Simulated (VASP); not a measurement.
OSZICAR of a VASP run on Ti (hcp):

**OSZICAR**
```
       N       E                     dE             d eps       ncg     rms          rms(c)
DAV:   1     0.230666822946E+03    0.23067E+03   -0.13071E+04  3840   0.180E+03
DAV:   2    -0.774619333047E+01   -0.23841E+03   -0.23705E+03  3984   0.491E+02
DAV:   3    -0.373588059484E+02   -0.29613E+02   -0.29358E+02  7584   0.137E+02
DAV:   4    -0.389141634561E+02   -0.15554E+01   -0.15550E+01  4120   0.334E+01
DAV:   5    -0.389991963807E+02   -0.85033E-01   -0.85010E-01  6312   0.566E+00    0.157E+01
DAV:   6    -0.352283818525E+02    0.37708E+01   -0.75920E+01  4808   0.101E+02    0.415E+00
DAV:   7    -0.285929390666E+02    0.66354E+01   -0.52545E+01  6248   0.659E+01    0.816E+00
DAV:   8    -0.257662617709E+02    0.28267E+01   -0.42976E+00  5592   0.196E+01    0.498E+00
DAV:   9    -0.264542199965E+02   -0.68796E+00   -0.94721E-01  6216   0.883E+00    0.404E+00
DAV:  10    -0.252297736172E+02    0.12244E+01   -0.23053E+00  5328   0.131E+01    0.599E-01
DAV:  11    -0.252143853524E+02    0.15388E-01   -0.30947E-01  5864   0.460E+00    0.566E-01
DAV:  12    -0.252168797708E+02   -0.24944E-02   -0.57745E-02  5704   0.180E+00    0.796E-01
DAV:  13    -0.252170637938E+02   -0.18402E-03   -0.21828E-03  4752   0.468E-01    0.669E-01
DAV:  14    -0.252236423595E+02   -0.65786E-02   -0.30740E-02  4776   0.216E+00    0.355E-01
DAV:  15    -0.252210182498E+02    0.26241E-02   -0.75357E-03  6000   0.889E-01    0.340E-01
DAV:  16    -0.252214604164E+02   -0.44217E-03   -0.22021E-03  4224   0.527E-01    0.233E-01
DAV:  17    -0.252214490881E+02    0.11328E-04   -0.56798E-05  6072   0.665E-02    0.236E-01
DAV:  18    -0.252213612466E+02    0.87841E-04   -0.35512E-06  4408   0.260E-02    0.226E-01
DAV:  19    -0.252200619518E+02    0.12993E-02   -0.25273E-03  5048   0.591E-01    0.381E-02
DAV:  20    -0.252201142608E+02   -0.52309E-04   -0.14585E-04  4616   0.130E-01    0.430E-02
DAV:  21    -0.252201120745E+02    0.21864E-05   -0.60042E-05  5376   0.695E-02    0.423E-02
DAV:  22    -0.252201390203E+02   -0.26946E-04   -0.94521E-06  5456   0.402E-02    0.474E-02
DAV:  23    -0.252201581794E+02   -0.19159E-04   -0.20547E-05  4920   0.379E-02    0.552E-02
DAV:  24    -0.252201529518E+02    0.52276E-05   -0.95677E-07  3496   0.113E-02    0.525E-02
DAV:  25    -0.252201532749E+02   -0.32310E-06   -0.11782E-07  3000   0.429E-03    0.520E-02
DAV:  26    -0.252201525252E+02    0.74974E-06   -0.43706E-08  2304   0.296E-03    0.517E-02
DAV:  27    -0.252201583273E+02   -0.58021E-05   -0.67513E-07  3184   0.951E-03    0.483E-02
DAV:  28    -0.252201601247E+02   -0.17974E-05   -0.87880E-06  3904   0.340E-02    0.355E-02
DAV:  29    -0.252201703877E+02   -0.10263E-04   -0.55366E-06  6400   0.232E-02    0.313E-02
DAV:  30    -0.252201586850E+02    0.11703E-04   -0.22697E-06  3952   0.214E-02    0.207E-02
DAV:  31    -0.252201574038E+02    0.12811E-05   -0.29655E-06  5952   0.224E-02    0.986E-03
DAV:  32    -0.252201577664E+02   -0.36253E-06   -0.72978E-07  4896   0.104E-02    0.511E-03
DAV:  33    -0.252201576091E+02    0.15730E-06   -0.82043E-07  3760   0.949E-03    0.225E-03
DAV:  34    -0.252201570881E+02    0.52100E-06   -0.10793E-07  2160   0.519E-03    0.112E-03
DAV:  35    -0.252201563607E+02    0.72735E-06   -0.32003E-08  2096   0.231E-03    0.607E-04
DAV:  36    -0.252201556460E+02    0.71467E-06   -0.23505E-08  2032   0.219E-03    0.101E-04
DAV:  37    -0.252201555051E+02    0.14092E-06   -0.11465E-08  2056   0.131E-03    0.469E-05
DAV:  38    -0.252201554981E+02    0.70158E-08   -0.31430E-09  2040   0.661E-04
   1 F= -.25220155E+02 E0= -.25220550E+02  d E =-.252202E+02
```

Question: Which electronic solver shows in the log?

Answer: It is blocked Davidson (ALGO = Normal, or the opening steps of other solvers). The INCAR had ALGO = Normal.

Question: Can the final energy be trusted as converged?

Answer: The calculation finished and met its thresholds. It stopped with EDIFF = 1E-7, NELM = 100, NSW = 30 and EDIFFG = -0.01 after 1 ionic step (MS2 meta-GGA, plane waves, VASP's PBE PAW potentials (set 64)).

The compound is Ti in the hcp structure. It was relaxed first.
